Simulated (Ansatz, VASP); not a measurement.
# Sr2Sb2O: VASP beside Ansatz

```
Sr Sb O
1.0
     3.97665    0.00000    0.00000
    -1.98832    3.44388    0.00000
     0.00000    0.00000    9.39180
Sr Sb O
2 2 1
Direct
  0.33333 0.66667 0.85214
  0.66667 0.33333 0.14786
  0.66667 0.33333 0.59516
  0.33333 0.66667 0.40484
  0.00000 0.00000 0.00000
```

Alike in both runs: functional PBE; dispersion D3(BJ); k mesh 6 × 6 × 2; occupations gaussian, width 0.1 eV; no spin polarisation.

Ansatz relaxed the structure, and its values are those at the end. VASP's run is a single point on that final structure, the one shown.

```csv
,VASP,Ansatz
version,VASP 6.6.1,Ansatz 0.2.0
potentials or method,"VASP PAW PBE potentials, release 64 (Sr_sv, Sb, O)","scalar-relativistic, plane waves, PAW"
plane-wave cutoff (eV),520,420
valence electrons in the cell,36,56
```

Ansatz gave:

| Item | Value |
| --- | --- |
| gap on the k mesh at the Fermi level (eV) | none |
| pressure (GPa) | 0.1 |
| rms of the force components (eV/Å) | 0.012 |

Problem. What did VASP give for the same quantities?

Solution. gap on the k mesh at the Fermi level (eV): none; pressure (GPa): 0.2; rms of the force components (eV/Å): 0.015.

A gap of «none» marks a metal or a gap that the smearing closes. The two sets of potentials don't hold the same shells in valence.

Caveats: pairwise dispersion overbinds metals, which lowers pressure and volume. The runs have no spin-orbit coupling, so splittings on Sb are missing.
